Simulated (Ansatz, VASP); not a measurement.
## TiClO (TiClO monolayer): VASP beside Ansatz

Wanted: the spread between two codes on one cell, functional and k mesh. The cell is taken from a series of runs on this material, whose earlier steps may have relaxed, scaled, displaced or heated it; both programs get it as it stands.

Program: Ansatz 0.2.0. Level of theory: plane waves, with VASP 6.6.1 beside it; PBEsol, DFT+U. Results are calculated unless marked as measured.

**1. Starting point**

The cell holds 12 atoms: 4 Ti, 4 Cl and 4 O. Cell: a = 6.760 Å, b = 3.790 Å, c = 20.139 Å, α = 90.0°, β = 90.0°, γ = 90.0°. It derives from TiClO. One layer cut from the bulk crystal, unrelaxed. Vacuum lies along c.

Structure file:

```cif
data_structure
_symmetry_space_group_name_H-M 'P 1'
_symmetry_Int_Tables_number 1
_cell_length_a 6.7600
_cell_length_b 3.7900
_cell_length_c 20.1392
_cell_angle_alpha 90.000
_cell_angle_beta 90.000
_cell_angle_gamma 90.000
_cell_volume 515.97
loop_
_atom_site_label
_atom_site_type_symbol
_atom_site_fract_x
_atom_site_fract_y
_atom_site_fract_z
_atom_site_occupancy
Ti1 Ti 0.00000 0.50000 0.54864 1
Ti2 Ti 0.50000 0.50000 0.54864 1
Ti3 Ti 0.25000 0.00000 0.45136 1
Ti4 Ti 0.75000 0.00000 0.45136 1
Cl5 Cl 0.25000 0.50000 0.62759 1
Cl6 Cl 0.75000 0.50000 0.62759 1
Cl7 Cl 0.00000 0.00000 0.37241 1
Cl8 Cl 0.50000 0.00000 0.37241 1
O9 O 0.25000 0.50000 0.47408 1
O10 O 0.75000 0.50000 0.47408 1
O11 O 0.00000 0.00000 0.52592 1
O12 O 0.50000 0.00000 0.52592 1
```

**2. Ansatz: single point, PBEsol, DFT+U, pair 1**

Ansatz runs on its default PAW (the set named soft_2) files.

With cell and atoms fixed, the geometry can't cause a difference; cores, projectors, grids and the points listed under the comparison can.

input.yaml

```yaml
crystal:
  lattice:
    - [6.76, 0.0, 0.0]
    - [0.0, 3.79, 0.0]
    - [0.0, 0.0, 20.1392]
  atoms:
    - { symbol: Ti, position: [0.0, 0.5, 0.548644], spin: 1.0 }
    - { symbol: Ti, position: [0.5, 0.5, 0.548644], spin: 1.0 }
    - { symbol: Ti, position: [0.25, 0.0, 0.451356], spin: 1.0 }
    - { symbol: Ti, position: [0.75, 0.0, 0.451356], spin: 1.0 }
    - { symbol: Cl, position: [0.25, 0.5, 0.627592] }
    - { symbol: Cl, position: [0.75, 0.5, 0.627592] }
    - { symbol: O, position: [0.25, 0.5, 0.474083] }
    - { symbol: O, position: [0.75, 0.5, 0.474083] }
    - { symbol: O, position: [0.0, 0.0, 0.525917] }
    - { symbol: O, position: [0.5, 0.0, 0.525917] }
    - { symbol: Cl, position: [0.0, 0.0, 0.372408] }
    - { symbol: Cl, position: [0.5, 0.0, 0.372408] }
magnetization:
  spin_polarized: true
kpoints:
  mp_grid: { grid: [4, 7, 1] }
hamiltonian:
  xc: pbesol
  hubbard:
    sites:
      - { species: Ti, l: d, u_eff: 2.1 }
      - { site: 0, l: d, u_eff: 2.1, starting_ns: [{ spin: up, occupation_matrix: ti1_major }, { spin: down, occupation_matrix: ti1_minor }] }
      - { site: 1, l: d, u_eff: 2.1, starting_ns: [{ spin: up, occupation_matrix: ti1_major }, { spin: down, occupation_matrix: ti1_minor }] }
      - { site: 2, l: d, u_eff: 2.1, starting_ns: [{ spin: up, occupation_matrix: ti2_major }, { spin: down, occupation_matrix: ti2_minor }] }
      - { site: 3, l: d, u_eff: 2.1, starting_ns: [{ spin: up, occupation_matrix: ti2_major }, { spin: down, occupation_matrix: ti2_minor }] }
    projectors: ortho-atomic
    occupation_matrices:
      ti1_major:
        matrix:
          - [0.826, 0.0, 0.0, -0.295, 0.0]
          - [0.0, 0.216, 0.0, 0.0, 0.0]
          - [0.0, 0.0, 0.142, 0.0, 0.0]
          - [-0.295, 0.0, 0.0, 0.418, 0.0]
          - [0.0, 0.0, 0.0, 0.0, 0.127]
      ti1_minor:
        matrix:
          - [0.098, 0.0, 0.0, 0.066, 0.0]
          - [0.0, 0.197, 0.0, 0.0, 0.0]
          - [0.0, 0.0, 0.121, 0.0, 0.0]
          - [0.066, 0.0, 0.0, 0.2, 0.0]
          - [0.0, 0.0, 0.0, 0.0, 0.113]
      ti2_major:
        matrix:
          - [0.826, 0.0, 0.0, -0.295, 0.0]
          - [0.0, 0.216, 0.0, 0.0, 0.0]
          - [0.0, 0.0, 0.142, 0.0, 0.0]
          - [-0.295, 0.0, 0.0, 0.418, 0.0]
          - [0.0, 0.0, 0.0, 0.0, 0.127]
      ti2_minor:
        matrix:
          - [0.098, 0.0, 0.0, 0.066, 0.0]
          - [0.0, 0.197, 0.0, 0.0, 0.0]
          - [0.0, 0.0, 0.121, 0.0, 0.0]
          - [0.066, 0.0, 0.0, 0.2, 0.0]
          - [0.0, 0.0, 0.0, 0.0, 0.113]
scf:
  occupations: { method: fermi_dirac, width: 0.04 }
output:
  eigenvalues: true
```

Command:

```bash
$ ansatz run input.yaml --threads 4 --pin off --max-ram 8192MiB --backend cpu --events-out ev --progress --plain --runs-dir out
```

Numbers of over 12 decimals in the logs are rounded to 6 here.

Log:

```text
Engine: ansatz 0.2.0, aarch64-unknown-linux-gnu
Pseudopotentials: kind: paw
Pseudopotential: Ti, paw, valence charge 12, recommended cutoff 420 eV (normal), Ti.paw.azcp
Pseudopotential: Cl, paw, valence charge 7, recommended cutoff 420 eV (normal), Cl.paw.azcp
Pseudopotential: O, paw, valence charge 6, recommended cutoff 420 eV (normal), O.paw.azcp
Functional definition: PBEsol
  exchange = pbesol_x
  correlation = pbesol_c
Crystal: 12 atoms, lattice volume = 515.974 Å³
Basis set: ecut = 420 eV, 10101 PW (Γ)
Bands: 64, of which v1, the nominal top of the filled ones, is band 50 counted from 1 (49 counted from 0)
Symmetry: 16 space group operations
Space group: Pmmn (ITA 59), of the structure as read, at distance tolerance 8.0e-5 Å
Magnetic group: BNS 59.405 (UNI 503), of the structure as read, at distance tolerance 8.0e-5 Å
k-points: 12 of 28
Non-local potential: Ti, projectors of the file, l = 0: 3, l = 1: 2, l = 2: 3, l = 3: 1
Non-local potential: Cl, projectors of the file, l = 0: 2, l = 1: 2, l = 2: 2
Non-local potential: O, projectors of the file, l = 0: 2, l = 1: 2, l = 2: 1
PAW form: soft (Blöchl's): semilocal exchange-correlation on the pseudo side does not see the compensation charge
PAW frozen core: Ti, regenerated for the run's functional, and the local potential with it (the file was generated under x = pbe(κ = 0.804, μ = 0.219515), c = pbe(β = 0.066725))
PAW frozen core: Cl, regenerated for the run's functional, and the local potential with it (the file was generated under x = pbe(κ = 0.804, μ = 0.219515), c = pbe(β = 0.066725))
PAW frozen core: O, regenerated for the run's functional, and the local potential with it (the file was generated under x = pbe(κ = 0.804, μ = 0.219515), c = pbe(β = 0.066725))
PAW one-centre angular grid: Ti, 590 points (default); XC on 64 Gauss nodes
PAW one-centre angular grid: Cl, 110 points (default); XC on 64 Gauss nodes
PAW one-centre angular grid: O, 110 points (default); XC on 64 Gauss nodes
Initial density: superposition of atomic densities (neutral atoms: chi_scale 0, normalization atom)
Starting moments: Σ|m| = 4 μB on 4 of 12 sites
Initial wavefunctions: pseudopotential atomic-orbital guess
Functional: x = pbesol(κ = 0.804, μ = 0.123457), c = pbesol(β = 0.046)
SCF iter   1: F=—  HF=-16401.520148 eV  |F-HF|=—  |Δ(HF+E_count)|=         —  Δρ=4.44e-2 (↑4.44e-2 ↓3.65e-2)  dr2=3.27e1  dr2_m=8.38e-1  M=4.000 μB ∫|m|=4.164 μB  β_m=0.30  ethr=3.10e-3  ⟨swp⟩=7.5  Hψ=6622  notcnv=0
preconditioner: auto → Resta (q_TF=auto, 2.075 Å⁻¹)  ε∞=2.7  [insulator: Δε(μ)=0.486 eV  Ē_g=9.642 eV  σ=0.040 eV  W_gap=0.99  n_scr=82 (ndim 8)  ℏωp=12.7 eV  f_vac=0.602  D(μ)=0.03/eV (n_scr^D=0)  ε∞_Penn≈2.7  vacuum switching on, ρ_ref=6.7e-3 e/Å³]
spin=Collinear: Resta preconditioning applied to the charge; magnetization (m = ρ↑ − ρ↓) channel mixes plain (no charge-response kernel on spin).
SCF iter   2: F=—  HF=-16394.006845 eV  |F-HF|=—  |Δ(HF+E_count)|=    7.51e0  Δρ=1.96e-2 (↑1.96e-2 ↓1.18e-2)  dr2=3.40e0  dr2_m=4.34e-1  M=4.000 μB ∫|m|=4.244 μB  β_m=0.30  ethr=3.10e-3  ⟨swp⟩=3.6  Hψ=3977  notcnv=0  defer=131
SCF iter   3: F=—  HF=-16393.565771 eV  |F-HF|=—  |Δ(HF+E_count)|=   4.41e-1  Δρ=1.32e-2 (↑1.32e-2 ↓8.47e-3)  dr2=7.58e-1  dr2_m=2.26e-1  M=4.000 μB ∫|m|=4.284 μB  β_m=0.30  ethr=3.10e-3  ⟨swp⟩=2.2  Hψ=2541  notcnv=0  defer=157
SCF iter   4: F=—  HF=-16393.547310 eV  |F-HF|=—  |Δ(HF+E_count)|=   1.85e-2  Δρ=6.12e-3 (↑6.12e-3 ↓4.94e-3)  dr2=1.32e-1  dr2_m=1.19e-1  M=4.000 μB ∫|m|=4.288 μB  β_m=0.30  ethr=7.58e-4  ⟨swp⟩=2.7  Hψ=2296  notcnv=0  defer=157
SCF iter   5: F=—  HF=-16393.625884 eV  |F-HF|=—  |Δ(HF+E_count)|=   7.86e-2  Δρ=4.35e-3 (↑3.78e-3 ↓4.35e-3)  dr2=6.84e-2  dr2_m=6.28e-2  M=4.000 μB ∫|m|=4.311 μB  β_m=1.00  ethr=1.32e-4  ⟨swp⟩=3.4  Hψ=2873  notcnv=0  defer=157
SCF iter   6: F=—  HF=-16393.677661 eV  |F-HF|=—  |Δ(HF+E_count)|=   5.18e-2  Δρ=6.28e-4 (↑5.62e-4 ↓6.28e-4)  dr2=3.50e-3  dr2_m=5.71e-4  M=4.000 μB ∫|m|=4.336 μB  β_m=0.30  ethr=6.84e-5  ⟨swp⟩=2.2  Hψ=2933  notcnv=0  defer=171
SCF iter   7: F=—  HF=-16393.690613 eV  |F-HF|=—  |Δ(HF+E_count)|=   1.30e-2  Δρ=5.03e-4 (↑3.56e-4 ↓5.03e-4)  dr2=2.57e-3  dr2_m=3.17e-4  M=4.000 μB ∫|m|=4.336 μB  β_m=0.30  ethr=3.50e-6  ⟨swp⟩=2.8  Hψ=2588  notcnv=0  defer=171
Mixer restart at iter 7: flushing history
spin-set hold released at iteration 7 (site moments contracting): the magnetisation degrees of freedom join the quasi-Newton model from the next iteration; the mixer history was flushed
SCF iter   8: F=—  HF=-16393.695837 eV  |F-HF|=—  |Δ(HF+E_count)|=   5.22e-3  Δρ=2.91e-4 (↑2.02e-4 ↓2.91e-4)  dr2=2.15e-4  dr2_m=1.96e-4  M=4.000 μB ∫|m|=4.335 μB  β_m=0.56  ethr=2.57e-6  ⟨swp⟩=2.0  Hψ=2098  notcnv=0  defer=171
SCF iter   9: F=—  HF=-16393.701855 eV  |F-HF|=—  |Δ(HF+E_count)|=   6.02e-3  Δρ=3.45e-4 (↑3.30e-4 ↓3.45e-4)  dr2=2.10e-3  dr2_m=1.96e-5  M=4.000 μB ∫|m|=4.334 μB  β_m=0.49  ethr=2.15e-7  ⟨swp⟩=3.0  Hψ=3095  notcnv=0  defer=171
SCF iter  10: F=—  HF=-16393.701686 eV  |F-HF|=—  |Δ(HF+E_count)|=   1.69e-4  Δρ=3.59e-5 (↑3.59e-5 ↓2.50e-5)  dr2=3.59e-6  dr2_m=3.57e-6  M=4.000 μB ∫|m|=4.333 μB  β_m=0.72  ethr=2.15e-7  ⟨swp⟩=3.0  Hψ=2729  notcnv=0  defer=171
SCF iter  11: F=—  HF=-16393.701510 eV  |F-HF|=—  |Δ(HF+E_count)|=   1.75e-4  Δρ=1.12e-5 (↑1.12e-5 ↓9.06e-6)  dr2=1.01e-6  dr2_m=3.30e-7  M=4.000 μB ∫|m|=4.332 μB  β_m=0.85  ethr=3.59e-9  ⟨swp⟩=2.4  Hψ=2515  notcnv=0  defer=171
SCF iter  12: F=—  HF=-16393.701512 eV  |F-HF|=—  |Δ(HF+E_count)|=   1.44e-6  Δρ=5.20e-6 (↑5.20e-6 ↓4.16e-6)  dr2=7.12e-7  dr2_m=2.08e-8  M=4.000 μB ∫|m|=4.331 μB  β_m=0.71  ethr=1.01e-9  ⟨swp⟩=2.2  Hψ=2613  notcnv=0  defer=171
SCF iter  13: F=-16393.701512 eV  HF=-16393.701512 eV  |F-HF|=1.10e-8  |Δ(HF+E_count)|=   8.88e-8  Δρ=1.28e-6 (↑1.28e-6 ↓1.10e-6)  dr2=1.13e-8  dr2_m=5.17e-9  M=4.000 μB ∫|m|=4.331 μB  ethr=1.00e-10  ⟨swp⟩=11.5  Hψ=6390  notcnv=0
SCF 1 converged in 13 iterations: F = -16393.701512 eV  dr2 = 1.13e-8
  greatest PAW one-centre occupation: 0.999 electrons in one spin orbital (limit 2), on the Ti atom at site 3 (counted from 0), in its partial waves of l = 0
SCF converged after 13 iterations
Magnetization: 4.0000 μB (52.0000 up, 48.0000 down)
Absolute magnetization: 4.3009 μB (∫|ρ↑−ρ↓|, with the PAW one-centre terms)
Spin contamination: 0.0128 ħ² per cell (⟨S²⟩ above its minimum at these occupations)
Per-site moments (μB) at R_I (Å): [(0.671980, 0.804165), (0.671980, 0.804165), (0.671980, 0.804165), (0.671980, 0.804165), (0.00361526, 0.957146), (0.00361526, 0.957146), (-0.018389, 0.804165), (-0.018389, 0.804165), (-0.018389, 0.804165), (-0.018389, 0.804165), (0.00361526, 0.957146), (0.00361526, 0.957146)]
Free energy (F): -16393.701512 eV
Harris-Foulkes:  -16393.701512 eV  (|F-HF|=1.10e-8)
Internal energy: -16393.701509 eV  (E = F + TS)
E sigma→0 (E₀):  -16393.701510 eV
Entropy (-TS):   -0.000002 eV (-0.000 meV/atom)
Fermi energy:    0.199030 eV
--- Per-component energies (eV) ---
  E_band       = -1795.895273
  E_kinetic    = 2436.903272
  E_local      = -68875.492144  (includes V_loc(G=0)·N_el)
  E_nonlocal   = 344.636780
  E_hartree    = 33228.314719
  E_xc         = -1104.394666
  E_vxc        = -1348.398226  (∫ρ·V_xc dr)
  E_hubbard    = 5.121839  (on-site DFT+U / exact-exchange correction)
  E_vhub       = -0.078099  (the Hubbard potential's part of the band-sum identity)
  E_paw        = -7265.450546  (= ΣΔE_a)
  E_vpaw       = -810.090658  (= ΣTr[D̂ρ^β])
  E_aug_tail   = 0.010805  (compensation charges beyond the density's cutoff)
  E_ewald      = 24835.636014
  E_core_change = 1.012417  (= ΣΔE_core)
  E_smearing   = -0.000002  (= −TS)
  E_closure    = -0.000000  (closes the sum)
  Σ components = -16393.701512   (vs F -16393.701512, Δ=0.00e0)
--- Specified on-site occupations, and those of the state reported ---
  electrons in the specified blocks: 9.8320 specified, 9.8303 found
  site 3 (l=d) ↓: largest change of an orbital's occupation 0.0004; electrons 0.7290 specified, 0.7292 found; spectral distance 0.0006
  site 1 (l=d) ↓: largest change of an orbital's occupation 0.0004; electrons 0.7290 specified, 0.7292 found; spectral distance 0.0006
  site 2 (l=d) ↓: largest change of an orbital's occupation 0.0004; electrons 0.7290 specified, 0.7292 found; spectral distance 0.0006
  site 0 (l=d) ↓: largest change of an orbital's occupation 0.0004; electrons 0.7290 specified, 0.7292 found; spectral distance 0.0006
  site 3 (l=d) ↑: largest change of an orbital's occupation 0.0003; electrons 1.7290 specified, 1.7283 found; spectral distance 0.0005
  site 0 (l=d) ↑: largest change of an orbital's occupation 0.0003; electrons 1.7290 specified, 1.7283 found; spectral distance 0.0005
  site 1 (l=d) ↑: largest change of an orbital's occupation 0.0003; electrons 1.7290 specified, 1.7283 found; spectral distance 0.0005
  site 2 (l=d) ↑: largest change of an orbital's occupation 0.0003; electrons 1.7290 specified, 1.7283 found; spectral distance 0.0005
--- Band table (eV; the first three rows and the last of 24) ---
  k-point 0 ↑: bands = [... 46 lower, -3.4218, -3.0517, -1.1980, -1.0288, -0.3190, -0.3190, 0.6195, 1.0329, ... 10 higher]
  k-point 1 ↑: bands = [... 46 lower, -3.3761, -3.2674, -1.1469, -1.0562, -0.3075, -0.3075, 0.9463, 1.0405, ... 10 higher]
  k-point 2 ↑: bands = [... 46 lower, -3.4882, -3.2442, -1.1572, -1.1320, -0.3080, -0.3080, 1.1108, 1.1108, ... 10 higher]
  k-point 11 ↓: bands = [... 46 lower, -3.6150, -3.6150, 1.9810, 1.9810, 2.0486, 2.0486, 2.4100, 2.4100, ... 10 higher]
Occupation matrices written to <dir>
```

The column dr2 measures how far the density is from self-consistency, as an energy; F and HF (Harris–Foulkes) agree once it is small.

(Part 1 of 3 ends here.)

[Lines on the potential files, build, host, timing and source positions are cut from VASP's logs without a mark.]

[Logs are printed without paths, hosts, clocks, repeated set-up lines and the standing remarks that a program may print on its own settings, such as how far it seeks lower states.]

[Hosts, paths, dates, database ids (printed as entryN), source tags and the programs' standing remarks are cut or masked in the printed files.]
